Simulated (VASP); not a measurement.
The system is GaN.

```
Ga N
1.0
     0.00000    2.27410    2.27410
     2.27410    0.00000    2.27410
     2.27410    2.27410    0.00000
Ga N
1 1
Direct
  0.00000 0.00000 0.00000
  0.75000 0.75000 0.75000
```

The cell is a database's computed one.

Base run:

* Program: VASP 6.6.1
* Functional: PBE
* Potentials or basis: VASP PAW PBE potentials, release 64 (Ga_d, N)
* Cutoff: 520 eV
* k mesh: 10 × 10 × 10
* Occupations: gaussian, width 0.03 eV
* Spin: no spin polarisation

Its results: band gap on the k mesh 1.55 eV, direct; pressure 0.1 GPa.

Question: The run is repeated on the same cell with these changes: functional from PBE to r2SCAN. What comes out?

Answer: Band gap on the k mesh 1.94 eV, direct; pressure -5.1 GPa.

r2SCAN gives the wider gap, since meta-GGAs in the generalised Kohn-Sham scheme recover part of the derivative discontinuity.

Caveats: the PAW data sets were made with another functional, which shifts forces and pressure a little (some runs).
